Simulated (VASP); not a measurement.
Runs of VASP 6.6.1 on TaN. Symmetry: Fm-3m, No. 225, cubic system. Conventional cell: a = 4.423 Å, b = 4.423 Å, c = 4.423 Å, α = 90.00°, β = 90.00°, γ = 90.00°. Around Ta (site symmetry m-3m) lie 6 N at 2.21 Å. Around N (site symmetry m-3m) lie 6 Ta at 2.21 Å. The cell comes from a database or a generator and needn't be the stable form of this composition.

```csv
task,level,potentials or basis,cell,k mesh,cutoff (eV),mesh quality,gap on the mesh (eV),pressure (GPa),relaxed volume (Å³/atom)
relaxation of cell and atoms,PBEsol,"VASP PAW PBE potentials, release 64 (Ta_pv, N_s)",relaxed,16 × 16 × 16,480,not flagged,none,0.0,10.50
single point,PBEsol,"VASP PAW PBE potentials, release 64 (Ta_pv, N)",as given,16 × 16 × 16,520,not flagged,none,(b),-
relaxation of cell and atoms,PBEsol,"VASP PAW PBE potentials, release 64 (Ta_pv, N)",relaxed,6 × 6 × 6,600,coarse,-,0.0,(a)
relaxation of cell and atoms,RPBE,"VASP PAW PBE potentials, release 64 (Ta_pv, N)",relaxed,16 × 16 × 16,600,not flagged,none,0.0,10.95
relaxation of cell and atoms,PBEsol,"VASP PAW PBE potentials, release 64 (Ta_pv, N)",relaxed,16 × 16 × 16,600,not flagged,none,0.0,10.50
relaxation of cell and atoms,PBEsol,"VASP PAW PBE potentials, release 64 (Ta, N)",relaxed,16 × 16 × 16,580,not flagged,none,0.0,10.48
relaxation of cell and atoms,LDA,"VASP PAW LDA potentials, release 64 (Ta_pv, N)",relaxed,16 × 16 × 16,600,not flagged,none,0.0,10.33
```

Alike in all rows: no spin polarisation; smearing gaussian 0.1 eV.

Task: Fill in the values left out.

Result: (a) 10.51; (b) -9.8.

Caveats: some runs use coarse meshes; the PAW data sets were made with another functional, which shifts forces and pressure a little (some runs); the bands computed are all filled at some k points, so no gap is given (some runs).

A k mesh can miss the band edges, and the runs leave out spin-orbit coupling on Ta.

A gap of «none» marks a metal or a gap under the smearing width.

The runs don't all hold the same shells in valence.

Runs at the PBE level aren't shown here.
